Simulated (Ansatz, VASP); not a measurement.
# WSeS in two plane-wave programs, part 2 of 3

One calculation is typed for both programs; each brings its own data sets. How far apart do they land? The cell is taken from a series of runs on this material, whose earlier steps may have relaxed, scaled, displaced or heated it; both programs get it as it stands.

VASP 6.6.1 and Ansatz 0.2.0.

So far: Starting point; Ansatz: zone-centre phonons, PBEsol, pair 1.

## (3) VASP: zone-centre phonons, PBEsol, pair 1

Level of this step: PBEsol, no spin polarisation; plane waves and PAW (W, S, Se) (VASP).

The same cell, functional and mesh now go to VASP, with its own data sets.

Lines of VASP's logs that name or quote its potential files are left out, and so is its time.

File INCAR:

```
SYSTEM = WSeS
PREC = Accurate
ENCUT = 600
EDIFF = 1E-08
NELM = 120
ISMEAR = 0
SIGMA = 0.01
LREAL = .FALSE.
ALGO = Normal
GGA = PS
NBANDS = 15
LASPH = .TRUE.
LORBIT = 11
LWAVE = .FALSE.
LCHARG = .FALSE.
ISIF = 2
IBRION = 8
GGA_COMPAT = .FALSE.
EFERMI = MIDGAP
NELMDL = -8
KPAR = 2
```

File POSCAR:

```
WSeS
1.0
    3.1107863320      0.0000000000      0.0000000000
   -1.5553931660      2.6940199892      0.0000000000
    0.0000000000      0.0000000000     30.4000000000
W S Se
1 1 1
Direct
    0.3333333333      0.6666666667      0.3297621004
    0.6666666666      0.3333333334      0.3814124646
    0.6666666666      0.3333333334      0.2723780665
```

File KPOINTS:

```
Automatic mesh
0
Gamma
12 12 1
0 0 0
```

The projector-augmented-wave data sets are W, S and Se (PBE family, release 64).

On the command line:

```
$ mpirun -np 2 vasp_std
```

Numbers of over 12 decimals in the logs are rounded to 6 here.

Output:

```text
[banner, memory and clock lines left out]
running    2 mpi-ranks, on    1 nodes
 distrk:  each k-point on    1 cores,    2 groups
 distr:  one band on    1 cores,    1 groups

 POSCAR found type information on POSCAR W S Se
 POSCAR found :  3 types and       3 ions
|                                                                             |
|               ----> ADVICE to this user running VASP <----                  |
|                                                                             |
|     You enforced a specific xc type in the INCAR file but a different       |
|     [... a line on the potential file left out ...]
|     I HOPE YOU KNOW WHAT YOU ARE DOING!                                     |
|                                                                             |

 LDA part: xc-table for (Slater+PW92), standard interpolation
 POSCAR, INCAR and KPOINTS ok, starting setup
 FFT: planning ... GRIDC
 FFT: planning ... GRID_SOFT
 FFT: planning ... GRID
 WAVECAR not read
 entering main loop
       N       E                     dE             d eps       ncg     rms          rms(c)
DAV:   1     0.145867509376E+03    0.14587E+03   -0.61572E+03   570   0.953E+02
DAV:   2    -0.650860002069E+01   -0.15238E+03   -0.14033E+03   942   0.165E+02
DAV:   3    -0.249150076688E+02   -0.18406E+02   -0.17975E+02   795   0.729E+01
DAV:   4    -0.253074686171E+02   -0.39246E+00   -0.38984E+00   768   0.131E+01
DAV:   5    -0.253153983073E+02   -0.79297E-02   -0.79074E-02   782   0.175E+00
DAV:   6    -0.253157125801E+02   -0.31427E-03   -0.31421E-03   784   0.351E-01
DAV:   7    -0.253157242541E+02   -0.11674E-04   -0.11674E-04   819   0.613E-02
DAV:   8    -0.253157247154E+02   -0.46138E-06   -0.46128E-06   784   0.123E-02    0.278E+01
DAV:   9    -0.244230264227E+02    0.89270E+00   -0.20875E+00   904   0.107E+01    0.122E+01
DAV:  10    -0.242721532076E+02    0.15087E+00   -0.11268E+00   724   0.782E+00    0.534E+00
DAV:  11    -0.241952252638E+02    0.76928E-01   -0.19232E-01   696   0.389E+00    0.877E-01
DAV:  12    -0.241945358628E+02    0.68940E-03   -0.31908E-02   787   0.120E+00    0.581E-01
DAV:  13    -0.241921143174E+02    0.24215E-02   -0.98848E-03   766   0.712E-01    0.166E-01
DAV:  14    -0.241920968172E+02    0.17500E-04   -0.91882E-04   787   0.245E-01    0.543E-02
[...]
DAV:  23    -0.241927638759E+02   -0.24571E-05   -0.14223E-07   790   0.143E-03    0.100E-03
DAV:  24    -0.241927692305E+02   -0.53546E-05   -0.12405E-07   689   0.105E-03    0.214E-04
DAV:  25    -0.241927727630E+02   -0.35325E-05   -0.87262E-08   743   0.784E-04    0.198E-04
DAV:  26    -0.241927747714E+02   -0.20084E-05   -0.49566E-08   661   0.551E-04    0.258E-04
DAV:  27    -0.241927753214E+02   -0.54997E-06   -0.35503E-09   674   0.231E-04    0.126E-04
DAV:  28    -0.241927755627E+02   -0.24131E-06   -0.10943E-09   607   0.177E-04    0.468E-05
DAV:  29    -0.241927756325E+02   -0.69821E-07    0.16860E-11   579   0.103E-04    0.112E-04
DAV:  30    -0.241927756391E+02   -0.66527E-08    0.57051E-10   621   0.371E-05
   1 F= -.24192776E+02 E0= -.24192776E+02  d E =0.000000E+00
 Linear response reoptimize wavefunctions to high precision
DAV:   1    -0.241927756583E+02   -0.19176E-07    0.52500E-10   502   0.422E-05
DAV:   2    -0.241927756584E+02   -0.41837E-10    0.61515E-10   614   0.171E-05
 Linear response DOF=           6
 Linear response progress:
  Degree of freedom:   1/  6
       N       E                     dE             d eps       ncg     rms          rms(c)
RMM:   1    -0.114768188830E+00   -0.11477E+00   -0.10374E-01  4081   0.181E+00
RMM:   2    -0.109974095785E+00    0.47941E-02   -0.34878E-03  3468   0.372E-01    0.174E-01
RMM:   3    -0.109355812930E+00    0.61828E-03   -0.33105E-04  3533   0.101E-01    0.103E-01
RMM:   4    -0.109125736868E+00    0.23008E-03   -0.39639E-04  3452   0.120E-01    0.146E-02
RMM:   5    -0.109165834080E+00   -0.40097E-04   -0.69492E-06  3949   0.163E-02    0.300E-03
RMM:   6    -0.109171801846E+00   -0.59678E-05   -0.67561E-07  3951   0.278E-03    0.597E-04
RMM:   7    -0.109169348401E+00    0.24534E-05    0.90217E-08  4115   0.786E-04    0.177E-04
RMM:   8    -0.109168556129E+00    0.79227E-06    0.55294E-07  4088   0.226E-04    0.669E-05
RMM:   9    -0.109168400039E+00    0.15609E-06    0.13841E-07  4165   0.719E-05    0.292E-05
RMM:  10    -0.109168423117E+00   -0.23078E-07    0.71965E-08  4071   0.450E-05    0.485E-06
RMM:  11    -0.109168436586E+00   -0.13469E-07    0.16454E-08  4324   0.133E-05    0.273E-06
RMM:  12    -0.109168447395E+00   -0.10808E-07    0.19870E-08  4004   0.962E-06    0.609E-07
RMM:  13    -0.109168448919E+00   -0.15244E-08    0.15066E-08  3616   0.611E-06    0.323E-07
 first order change of Fermi-energy  -0.49008E-04
 force on displaced ion       1 direction 1 : -21.482  -0.001  -0.000
 Linear response progress:
  Degree of freedom:   2/  6
       N       E                     dE             d eps       ncg     rms          rms(c)
RMM:   1    -0.166588327028E+00   -0.16659E+00   -0.12046E-01  1173   0.198E+00
RMM:   2    -0.154963294043E+00    0.11625E-01   -0.60396E-03   896   0.509E-01    0.191E-01
RMM:   3    -0.154366896147E+00    0.59640E-03   -0.45107E-04   970   0.124E-01    0.115E-01
RMM:   4    -0.154288574768E+00    0.78321E-04   -0.37762E-04   933   0.109E-01    0.383E-02
[...]
first order change of Fermi-energy  -0.87394E+00
 force on displaced ion       1 direction 3 :   0.000  -0.000 -33.156
 Linear response progress:
  Degree of freedom:   3/  6
       N       E                     dE             d eps       ncg     rms          rms(c)
RMM:   1    -0.925534944810E-01   -0.92553E-01    0.61675E-03  5353   0.204E+00
RMM:   2    -0.911229664730E-01    0.14305E-02   -0.22824E-03  3588   0.370E-01    0.130E-01
RMM:   3    -0.913170409905E-01   -0.19407E-03   -0.10496E-04  3703   0.658E-02    0.760E-02
RMM:   4    -0.916033489582E-01   -0.28631E-03   -0.67021E-05  3795   0.455E-02    0.131E-02
RMM:   5    -0.915437817201E-01    0.59567E-04   -0.31577E-06  4010   0.108E-02    0.494E-03
RMM:   6    -0.915223273200E-01    0.21454E-04   -0.73846E-07  4010   0.325E-03    0.235E-03
RMM:   7    -0.915321925554E-01   -0.98652E-05    0.12915E-07  3924   0.135E-03    0.582E-04
RMM:   8    -0.915308911954E-01    0.13014E-05    0.11339E-06  4123   0.320E-04    0.156E-04
RMM:   9    -0.915302980734E-01    0.59312E-06   -0.14141E-08  4121   0.875E-05    0.871E-05
RMM:  10    -0.915302283098E-01    0.69764E-07   -0.32145E-08  4184   0.291E-05    0.127E-05
RMM:  11    -0.915302555577E-01   -0.27248E-07    0.90277E-11  4191   0.125E-05    0.338E-06
RMM:  12    -0.915302625172E-01   -0.69595E-08    0.23920E-08  3998   0.947E-06    0.104E-06
 first order change of Fermi-energy   0.10115E-03
 force on displaced ion       2 direction 1 : -11.118   0.000   0.000
 Linear response progress:
  Degree of freedom:   4/  6
       N       E                     dE             d eps       ncg     rms          rms(c)
RMM:   1    -0.163770351701E+00   -0.16377E+00    0.26971E-02  1355   0.215E+00
RMM:   2    -0.160540615588E+00    0.32297E-02   -0.32019E-03   923   0.416E-01    0.382E-01
RMM:   3    -0.160444121752E+00    0.96494E-04   -0.50557E-04   965   0.134E-01    0.280E-01
RMM:   4    -0.160657107333E+00   -0.21299E-03   -0.39960E-04   959   0.918E-02    0.546E-02
RMM:   5    -0.160589769746E+00    0.67338E-04   -0.17437E-04   949   0.645E-02    0.176E-02
RMM:   6    -0.160579322941E+00    0.10447E-04   -0.54641E-06   970   0.140E-02    0.505E-03
RMM:   7    -0.160576444890E+00    0.28781E-05   -0.44912E-07  1024   0.369E-03    0.260E-03
RMM:   8    -0.160582130473E+00   -0.56856E-05   -0.34465E-08  1008   0.935E-04    0.123E-03
RMM:   9    -0.160587244678E+00   -0.51142E-05   -0.20267E-08   995   0.556E-04    0.193E-04
RMM:  10    -0.160590262576E+00   -0.30179E-05   -0.19266E-08   992   0.448E-04    0.417E-04
RMM:  11    -0.160591883253E+00   -0.16207E-05   -0.24372E-08  1052   0.346E-04    0.234E-04
RMM:  12    -0.160594297581E+00   -0.24143E-05   -0.97686E-08  1057   0.359E-04    0.522E-05
RMM:  13    -0.160594669662E+00   -0.37208E-06   -0.10355E-07  1085   0.130E-04    0.444E-05
RMM:  14    -0.160594852677E+00   -0.18302E-06   -0.58823E-08  1090   0.159E-04    0.301E-05
RMM:  15    -0.160594827657E+00    0.25020E-07    0.59294E-08  1084   0.499E-05    0.118E-05
RMM:  16    -0.160594893127E+00   -0.65470E-07   -0.59872E-08  1104   0.466E-05    0.738E-06
RMM:  17    -0.160594897676E+00   -0.45498E-08   -0.26978E-08  1062   0.235E-05    0.983E-06
 first order change of Fermi-energy   0.77765E-01
 force on displaced ion       2 direction 3 :  -0.000   0.000 -18.932
 Linear response progress:
  Degree of freedom:   5/  6
       N       E                     dE             d eps       ncg     rms          rms(c)
RMM:   1    -0.676525014912E-01   -0.67653E-01    0.27154E-02  5305   0.144E+00
RMM:   2    -0.666344517882E-01    0.10180E-02   -0.16824E-03  3640   0.282E-01    0.908E-02
RMM:   3    -0.667359985559E-01   -0.10155E-03   -0.62403E-05  3719   0.429E-02    0.547E-02
RMM:   4    -0.669010510952E-01   -0.16505E-03   -0.28718E-05  3811   0.308E-02    0.641E-03
RMM:   5    -0.668675927434E-01    0.33458E-04   -0.11446E-06  3909   0.617E-03    0.193E-03
RMM:   6    -0.668577627497E-01    0.98300E-05   -0.68506E-08  4047   0.171E-03    0.508E-04
RMM:   7    -0.668610276707E-01   -0.32649E-05   -0.45170E-08  3941   0.698E-04    0.167E-04
RMM:   8    -0.668606165023E-01    0.41117E-06    0.11823E-07  4135   0.143E-04    0.272E-05
RMM:   9    -0.668604129588E-01    0.20354E-06   -0.34310E-08  4131   0.384E-05    0.139E-05
RMM:  10    -0.668603215421E-01    0.91417E-07    0.10706E-08  4130   0.166E-05    0.348E-06
RMM:  11    -0.668603143111E-01    0.72310E-08   -0.41974E-09  4070   0.719E-06    0.205E-06
 first order change of Fermi-energy   0.54412E-04
 force on displaced ion       3 direction 1 :  -9.456  -0.000  -0.000
 Linear response progress:
  Degree of freedom:   6/  6
       N       E                     dE             d eps       ncg     rms          rms(c)
RMM:   1    -0.138798372687E+00   -0.13880E+00    0.72604E-02  1297   0.160E+00
RMM:   2    -0.137201270360E+00    0.15971E-02   -0.29880E-03   929   0.370E-01    0.301E-01
RMM:   3    -0.137066396502E+00    0.13487E-03   -0.37582E-04   965   0.112E-01    0.237E-01
RMM:   4    -0.137197500277E+00   -0.13110E-03   -0.38260E-04   963   0.885E-02    0.512E-02
RMM:   5    -0.137134165386E+00    0.63335E-04   -0.13298E-04   930   0.562E-02    0.123E-02
RMM:   6    -0.137125155339E+00    0.90100E-05   -0.66575E-06   985   0.150E-02    0.230E-03
RMM:   7    -0.137127401644E+00   -0.22463E-05   -0.37866E-07   991   0.308E-03    0.145E-03
RMM:   8    -0.137130468536E+00   -0.30669E-05   -0.15026E-08  1012   0.785E-04    0.957E-04
RMM:   9    -0.137137420261E+00   -0.69517E-05   -0.97497E-08   956   0.123E-03    0.393E-04
RMM:  10    -0.137142349701E+00   -0.49294E-05   -0.48237E-08  1065   0.979E-04    0.299E-04
RMM:  11    -0.137144190570E+00   -0.18409E-05    0.23293E-08  1055   0.412E-04    0.115E-04
RMM:  12    -0.137146561271E+00   -0.23707E-05    0.82749E-08  1095   0.538E-04    0.675E-05
RMM:  13    -0.137146620992E+00   -0.59721E-07    0.12676E-07  1116   0.259E-04    0.585E-05
RMM:  14    -0.137146778073E+00   -0.15708E-06    0.42079E-08  1098   0.197E-04    0.240E-05
RMM:  15    -0.137146804215E+00   -0.26142E-07   -0.39181E-08  1121   0.101E-04    0.151E-05
RMM:  16    -0.137146849889E+00   -0.45674E-07   -0.13013E-07  1119   0.710E-05    0.123E-05
RMM:  17    -0.137146861817E+00   -0.11929E-07   -0.21942E-08  1077   0.274E-05    0.375E-06
RMM:  18    -0.137146871260E+00   -0.94431E-08   -0.94220E-09  1053   0.179E-05    0.232E-06
 first order change of Fermi-energy   0.79564E+00
 force on displaced ion       3 direction 3 :  -0.000   0.000 -17.472
 Linear response finished
```

Parts of OUTCAR (step 3):

```text
ion  position               nearest neighbor table
   1  0.333  0.667  0.330-   2 2.39   2 2.39   2 2.39   3 2.50   3 2.50   3 2.50
   2  0.667  0.333  0.381-   1 2.39   1 2.39   1 2.39
   3  0.667  0.333  0.272-   1 2.50   1 2.50   1 2.50

  LATTYP: Found a hexagonal cell.
 ALAT       =     3.1107863320
 C/A-ratio  =     9.7724487495

 Subroutine GETGRP returns: Found  6 space group operations
 (whereof  6 operations were pure point group operations)

The static configuration has the point symmetry C_3v.

 Found     19 irreducible k-points:

   k-points           NKPTS =     19   k-points in BZ     NKDIM =     19   number of bands    NBANDS=     15

   dimension x,y,z NGX =    28 NGY =   28 NGZ =  250
   dimension x,y,z NGXF=    56 NGYF=   56 NGZF=  500

   ENCUT  =  600.0 eV  44.10 Ry    6.64 a.u.   6.21  6.21 60.72*2*pi/ulx,y,z

   NELECT =      18.0000    total number of electrons

 k-points in reciprocal lattice and weights: Automatic mesh
   0.00000000  0.00000000  0.00000000       0.007
   0.08333333 -0.00000000  0.00000000       0.042
   0.16666667 -0.00000000  0.00000000       0.042
   0.25000000 -0.00000000  0.00000000       0.042
   0.33333333 -0.00000000  0.00000000       0.042
   0.41666667 -0.00000000  0.00000000       0.042
   0.50000000 -0.00000000  0.00000000       0.021
   0.08333333  0.08333333  0.00000000       0.042
   0.16666667  0.08333333  0.00000000       0.083
[...]
0.33333333  0.25000000  0.00000000       0.083
   0.33333333  0.33333333  0.00000000       0.014

 average (electrostatic) potential at core
       1 -48.0920       2 -94.3886       3 -61.0342

  Total        2.9235661      2.9235661     -0.0144731      0.0000000      0.0000000      0.0000000
  in kB       18.3856470     18.3856470     -0.0910180      0.0000000      0.0000000      0.0000000
  external PRESSURE =      12.2267587 kB  Pullay stress =       0.0000000 kB

  energy-cutoff  :      600.00
  volume of cell :      254.77
      direct lattice vectors                 reciprocal lattice vectors
     3.110786332  0.000000000  0.000000000     0.321462130  0.185596247  0.000000000
    -1.555393166  2.694019989  0.000000000     0.000000000  0.371192494  0.000000000
     0.000000000  0.000000000 30.400000000     0.000000000  0.000000000  0.032894737

 POSITION                                       TOTAL-FORCE (eV/Angst)
 -----------------------------------------------------------------------------------
     -0.00000      1.79601     10.02477         0.000000      0.000000      0.017714
      1.55539      0.89801     11.59494         0.000000     -0.000000     -0.011465
      1.55539      0.89801      8.28029        -0.000000      0.000000     -0.006249
 -----------------------------------------------------------------------------------
    total drift:                                0.000000     -0.000000     -0.000201

 Eigenvectors and eigenvalues of the dynamical matrix
 ----------------------------------------------------

   1 f  =   12.998974 THz    81.674962 2PiTHz  433.599096 cm-1    53.759412 meV
             X         Y         Z           dx          dy          dz
     -0.000000  1.796013 10.024768    -0.000000   -0.000000   -0.414551
      1.555393  0.898007 11.594939     0.000000    0.000000    0.908441
      1.555393  0.898007  8.280293     0.000000    0.000000    0.053690

   2 f  =   10.228408 THz    64.266983 2PiTHz  341.182965 cm-1    42.301277 meV
             X         Y         Z           dx          dy          dz
     -0.000000  1.796013 10.024768    -0.462636    0.000000    0.000000
      1.555393  0.898007 11.594939     0.873913   -0.000000    0.000000
      1.555393  0.898007  8.280293     0.149147   -0.000000    0.000000

   3 f  =   10.228408 THz    64.266983 2PiTHz  341.182965 cm-1    42.301277 meV
             X         Y         Z           dx          dy          dz
     -0.000000  1.796013 10.024768    -0.000000   -0.462636   -0.000000
      1.555393  0.898007 11.594939     0.000000    0.873913   -0.000000
      1.555393  0.898007  8.280293     0.000000    0.149147   -0.000000

   4 f  =    8.571994 THz    53.859427 2PiTHz  285.930944 cm-1    35.450903 meV
             X         Y         Z           dx          dy          dz
     -0.000000  1.796013 10.024768    -0.000000    0.000000    0.452387
      1.555393  0.898007 11.594939     0.000000    0.000000    0.256913
      1.555393  0.898007  8.280293     0.000000   -0.000000   -0.854015

   5 f  =    6.160048 THz    38.704723 2PiTHz  205.477082 cm-1    25.475900 meV
             X         Y         Z           dx          dy          dz
     -0.000000  1.796013 10.024768     0.403061   -0.000001   -0.000000
      1.555393  0.898007 11.594939     0.357176   -0.000001    0.000000
      1.555393  0.898007  8.280293    -0.842595    0.000003   -0.000000

   6 f  =    6.160048 THz    38.704723 2PiTHz  205.477082 cm-1    25.475900 meV
             X         Y         Z           dx          dy          dz
     -0.000000  1.796013 10.024768    -0.000001   -0.403061   -0.000000
      1.555393  0.898007 11.594939    -0.000001   -0.357176   -0.000000
      1.555393  0.898007  8.280293     0.000003    0.842595   -0.000000

   7 f/i=    0.000263 THz     0.001655 2PiTHz    0.008787 cm-1     0.001089 meV
             X         Y         Z           dx          dy          dz
     -0.000000  1.796013 10.024768    -0.000000    0.000000   -0.789616
      1.555393  0.898007 11.594939    -0.000000    0.000000   -0.329745
      1.555393  0.898007  8.280293    -0.000000    0.000000   -0.517470

   8 f/i=    0.000654 THz     0.004107 2PiTHz    0.021805 cm-1     0.002703 meV
             X         Y         Z           dx          dy          dz
     -0.000000  1.796013 10.024768    -0.699190   -0.366937    0.000000
      1.555393  0.898007 11.594939    -0.291939   -0.153210    0.000000
      1.555393  0.898007  8.280293    -0.458215   -0.240472    0.000000

   9 f/i=    0.000654 THz     0.004107 2PiTHz    0.021805 cm-1     0.002703 meV
             X         Y         Z           dx          dy          dz
     -0.000000  1.796013 10.024768     0.366937   -0.699190   -0.000000
      1.555393  0.898007 11.594939     0.153210   -0.291939   -0.000000
      1.555393  0.898007  8.280293     0.240472   -0.458215   -0.000000

 ELASTIC MODULI CONTR FROM IONIC RELAXATION (kBar)
 Direction    XX          YY          ZZ          XY          YZ          ZX
 --------------------------------------------------------------------------------
 XX        -118.2319    -85.1669   -263.5396      0.0000      6.6650      0.0000
 YY         -85.1669   -118.2319   -263.5396     -0.0000     -6.6650      0.0000
 ZZ        -263.5396   -263.5396   -683.3066      0.0000     -0.0000      0.0000
 XY           0.0000     -0.0000      0.0000    -16.5325     -0.0000      6.2084
 YZ           6.6650     -6.6650     -0.0000     -0.0000   -342.0592      0.0000
 ZX           0.0000      0.0000      0.0000      6.2084      0.0000   -300.6385
 --------------------------------------------------------------------------------
```

## (4) Side by side

Known differences besides the potentials themselves: fixed occupations in Ansatz, narrow Gaussian smearing in VASP; Ansatz cuts the interaction across the vacuum, VASP repeats the sheet without a dipole correction; the data sets hold 36 valence electrons in Ansatz (on its PAW soft_1 files) and 18 in VASP; the cutoff is 420 eV in Ansatz and 600 eV in VASP; Ansatz makes its cores anew for this functional, VASP keeps those of its PBE data sets. Total energies have different zeros and are not compared.

The two programs side by side:

```
                  quantity  Ansatz   VASP  difference
optical mode 1 to 2 (cm⁻¹)   204.5  205.5     -0.49 %
     optical mode 3 (cm⁻¹)   283.4  285.9     -0.87 %
optical mode 4 to 5 (cm⁻¹)   339.0  341.2     -0.63 %
     optical mode 6 (cm⁻¹)   430.2  433.6     -0.78 %
```

Modes are paired by rising frequency, not by their patterns, so a pair may set unlike modes beside each other; they are those without the splitting of longitudinal modes. Where the cell holds vacuum, a pressure given here is an average over it and none of the material.

[end of part 2 of 3]

[Lines on the potential files, build, host, timing and source positions are cut from VASP's logs without a mark.]

[Logs are printed without paths, hosts, clocks, repeated set-up lines and the standing remarks that a program may print on its own settings, such as how far it seeks lower states.]

[Hosts, paths, dates, database ids (printed as entryN), source tags and the programs' standing remarks are cut or masked in the printed files.]
